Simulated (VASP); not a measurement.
OSZICAR of a VASP run on CdS (space group F-43m):

### OSZICAR
```
       N       E                     dE             d eps       ncg     rms          rms(c)
DAV:   1     0.936536408847E+02    0.93654E+02   -0.80156E+03   778   0.101E+03
DAV:   2    -0.266273627008E+01   -0.96316E+02   -0.92937E+02   909   0.271E+02
DAV:   3    -0.667128772391E+01   -0.40086E+01   -0.40009E+01   889   0.574E+01
DAV:   4    -0.669976894677E+01   -0.28481E-01   -0.28478E-01   879   0.480E+00
DAV:   5    -0.670019989877E+01   -0.43095E-03   -0.43095E-03   879   0.563E-01    0.755E+00
RMM:   6    -0.616364575077E+01    0.53655E+00   -0.95460E-01   754   0.667E+00    0.624E+00
RMM:   7    -0.614577020730E+01    0.17876E-01   -0.22503E-01   754   0.302E+00    0.270E+00
RMM:   8    -0.614421288547E+01    0.15573E-02   -0.14700E-02   754   0.105E+00    0.916E-01
RMM:   9    -0.614472527934E+01   -0.51239E-03   -0.33278E-03   754   0.545E-01    0.213E-01
RMM:  10    -0.614475335254E+01   -0.28073E-04   -0.85862E-04   754   0.252E-01    0.931E-02
RMM:  11    -0.614485652490E+01   -0.10317E-03   -0.32218E-04   754   0.181E-01    0.760E-02
RMM:  12    -0.614485010397E+01    0.64209E-05   -0.55345E-05   677   0.703E-02
   1 F= -.61448501E+01 E0= -.61448501E+01  d E =-.614485E+01
```

Question: Which electronic solver shows in the log?

Answer: It is blocked Davidson (ALGO = Normal, or the opening steps of other solvers) and then RMM-DIIS (ALGO = Fast or VeryFast). The INCAR had ALGO = Fast.

Question: Can the final energy be trusted as converged?

Answer: The calculation finished and met its thresholds. It stopped with EDIFF = 1E-5, NELM = 100, NSW = 20 and EDIFFG = -0.03 after 1 ionic step (PBE GGA, plane waves, VASP's PBE PAW potentials (set 64)).

The structure comes from a computed database's CdS entry (F-43m); how it stands against other phases isn't given here. It was relaxed first.
